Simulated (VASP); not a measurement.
```
CELL_PARAMETERS angstrom
      0.00000     3.30314     3.30314
      3.30314     0.00000     3.30314
      3.30314     3.30314     0.00000
ATOMIC_POSITIONS crystal
  Cd 0.00000 0.00000 0.00000
  Te 0.25000 0.25000 0.25000
```

Method: modified Becke-Johnson potential (mBJ) with spin-orbit coupling, VASP's PBE PAW potentials (set 64) (plane waves; VASP 6.6.1). Settings: 400 eV cut-off, 6×6×6 Γ-centred mesh, Gaussian smearing of 0.050 eV, potentials Cd Te.

mBJ is a potential without an energy functional, so only the levels count.

### Question
Give the energies of bands 13 to 25 at the high-symmetry points, in eV from the valence-band maximum.

### Answer

```tsv
band	Γ	X	U	L	W
13	-0.79	-3.90	-3.91	-3.98	-3.90
14	-0.79	-3.90	-3.67	-3.98	-3.63
15	0.00	-1.95	-2.52	-1.12	-2.46
16	0.00	-1.95	-2.21	-1.12	-2.00
17	0.00	-1.60	-1.50	-0.64	-1.96
18	0.00	-1.60	-1.46	-0.64	-1.92
19	1.40	3.05	3.31	2.33	4.17
20	1.40	3.05	3.37	2.33	4.49
21	4.77	3.22	4.70	5.41	4.99
22	4.77	3.22	4.85	5.41	5.03
23	5.06	8.92	7.50	5.51	5.90
24	5.06	8.92	7.53	5.51	6.07
25	5.06	9.31	7.63	7.67	6.64
```

The gap is direct, 1.40 eV, from the valence maximum at Γ to the conduction minimum at Γ.

The structure comes from a computed database's CdTe entry (F-43m); how it stands against other phases isn't given here. It was relaxed first. The cell's shape comes from a PBE relaxation.
